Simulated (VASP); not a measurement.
Crystal: C.

```xyz
2
Lattice="0.0000 1.7858 1.7858 1.7858 0.0000 1.7858 1.7858 1.7858 0.0000" Properties=species:S:1:pos:R:3 pbc="T T T"
C     0.0000    0.0000    0.0000
C     0.8929    0.8929    0.8929
```

This isn't the form of C at room conditions, which is graphite.

Program: VASP 6.6.1. Alike in all runs: task band structure; no spin polarisation; cell as given; cutoff (eV) 450; smearing gaussian 0.02 eV. Hardware: 2 MPI ranks on Intel(R) Xeon(R) Platinum 8488C (Sapphire Rapids) (shared host).

**Question.** Order these runs on this cell by their wall time, lowest first.
A. level LDA; potentials or basis VASP PAW LDA potentials, release 64 (C); k mesh 16 × 16 × 16
B. level r2SCAN; potentials or basis VASP PAW PBE potentials, release 64 (C); k mesh 16 × 16 × 16
C. level PBE0; potentials or basis VASP PAW PBE potentials, release 64 (C); k mesh 12 × 12 × 12; grid for exact exchange (PRECFOCK) Fast; exchange at q = 0 truncated

**Answer.** A (4.8 s), B (22 s), C (1100 s).

Runs at the PBE level aren't shown here.
